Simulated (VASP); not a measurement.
An input for Quantum ESPRESSO's pw.x (written as the equivalent of a VASP run, and not itself run):

```
&CONTROL
  calculation = 'scf'
  pseudo_dir = './pseudo'
  outdir = './out'
  tprnfor = .true.
  tstress = .true.
/
&SYSTEM
  ibrav = 0
  nat = 3
  ntyp = 2
  ecutwfc = 68
  occupations = 'smearing'
  smearing = 'gaussian'
  degauss = 0.003675
  input_dft = 'pbesol'
/
&ELECTRONS
  conv_thr = 7.3e-09
  electron_maxstep = 100
/
ATOMIC_SPECIES
  Sr 87.620 Sr.upf
  Cl 35.450 Cl.upf
CELL_PARAMETERS angstrom
     0.0000000    3.3217022    3.4601064
     3.3217022    0.0000000    3.4601064
     3.3217022    3.3217022    0.0000000
ATOMIC_POSITIONS crystal
  Sr   0.0000000  0.0000000  0.0000000
  Cl   0.2500000  0.2500000  0.2500000
  Cl   0.7500000  0.7500000  0.7500000
K_POINTS automatic
  6 6 6 0 0 0
```

Q: Translate this input to VASP (INCAR, KPOINTS, POSCAR, choice of POTCAR).

A: One answer among several that fit: 
### INCAR
```
SYSTEM=SrCl2
PREC=Accurate; ENCUT=480; LREAL=.FALSE.
LASPH=.TRUE.
EDIFF=1E-7; NELM=100; ALGO=Normal
LMAXMIX=4
ISMEAR=0; SIGMA=0.05
GGA=PS
ISIF=2
LWAVE=.FALSE.; LCHARG=.FALSE.
```

**POSCAR**
```
SrCl2
1.0
  0.0000000000   3.3217021791   3.4601064366
  3.3217021791   0.0000000000   3.4601064366
  3.3217021791   3.3217021791   0.0000000000
Sr Cl
1 2
direct
  0.0000000000   0.0000000000   0.0000000000
  0.2500000000   0.2500000000   0.2500000000
  0.7500000000   0.7500000000   0.7500000000
```

### KPOINTS
```
Automatic mesh
0
Gamma
6 6 6
0 0 0
```

POTCAR, in this order: Sr_sv Cl (PBE.64 set). Program: vasp_std.

The two are equivalent in intent, not identical: the potentials are each code's own (VASP's PAW set, PseudoDojo norm-conserving files in pw.x), so ENCUT and ecutwfc are chosen apart and not converted; conv_thr bounds pw.x's estimated SCF error, while EDIFF bounds the energy change between steps.

The compound is SrCl2 in the fluorite structure. This cell was strained or had an atom moved on purpose.
